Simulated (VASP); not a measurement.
Data:

```xyz
3
Lattice="0.0000 2.1568 2.1568 2.1568 0.0000 2.1568 2.1568 2.1568 0.0000" Properties=species:S:1:pos:R:3 pbc="T T T"
Be     3.2353     3.2353     3.2353
Be     1.0784     1.0784     1.0784
C      0.0000     0.0000     0.0000
```

Computed with PBE GGA, VASP's PBE PAW potentials (set 64) (plane waves; VASP). Run with 400 eV cut-off, 7×7×7 Γ-centred mesh, Fermi-Dirac smearing of 0.010 eV, potentials Be C.

Give the electronic dielectric tensor ε∞ (DFPT, local fields included).

```
7.11  0.00  0.00
0.00  7.11  0.00
0.00  0.00  7.11
```

Give the Born effective charges.

```tsv
atom	Z*xx	Z*yy	Z*zz	mean
Be1	1.55	1.55	1.55	1.55
Be2	1.55	1.55	1.55	1.55
C3	-3.09	-3.09	-3.09	-3.09
```

And the static tensor with the ions free?

```
14.9  0.00  0.00
0.00  14.9  0.00
0.00  0.00  14.9
```

Which frequencies do the optical Γ-point modes have (no LO-TO splitting)?

645 (×3), 705 (×3) cm⁻¹.

The structure comes from a computed database's Be2C entry; how it stands against other phases isn't given here. The cell was not relaxed at this level. The run is one of a series of settings (EDIFF = 1E-8, IBRION = 8, LEPSILON = .TRUE., NSW = 1 against the base run), some of them coarse on purpose.
